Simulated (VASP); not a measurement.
## GeBr: equation of state with PBE

Crystal: GeBr.

```
Ge Br
1.0
     4.82680    0.00000    0.00000
    -2.41340    4.18013    0.00000
     0.00000    0.00000    5.56466
Ge Br
2 2
Direct
  0.00000 0.00000 0.00000
  0.00000 0.00000 0.50000
  0.33333 0.66667 0.75000
  0.66667 0.33333 0.25000
```

The cell was built by a generator and needn't be a form met in nature.

```
Program             : VASP 6.6.1
Task                : equation of state
Functional          : PBE
Potentials or basis : VASP PAW PBE potentials, release 64 (Ge_d, Br)
Cutoff              : 520 eV
k mesh              : 7 × 7 × 5
Occupations         : fermi-dirac, width 0.05 eV
Spin                : no spin polarisation
```

- Equilibrium volume: 28.02 Å³/atom
- Bulk modulus at fixed shape and positions: 33 GPa
- Pressure derivative of the bulk modulus: 4.4

Energy against volume, from the lowest point:
```tsv
volume (Å³/atom)	energy (meV/atom)
26.385	10.83
26.946	4.48
27.508	0.96
28.069	0.00
28.630	1.32
29.192	4.69
29.753	9.90
```

All runs of the series together: 6.5 min on 1 thread of Intel(R) Xeon(R) 6975P-C (Granite Rapids), with other jobs on the host.

Caveat: the cell was scaled at fixed shape and fractional positions, which overstates the stiffness of a crystal with free parameters, most of all of layers and chains.
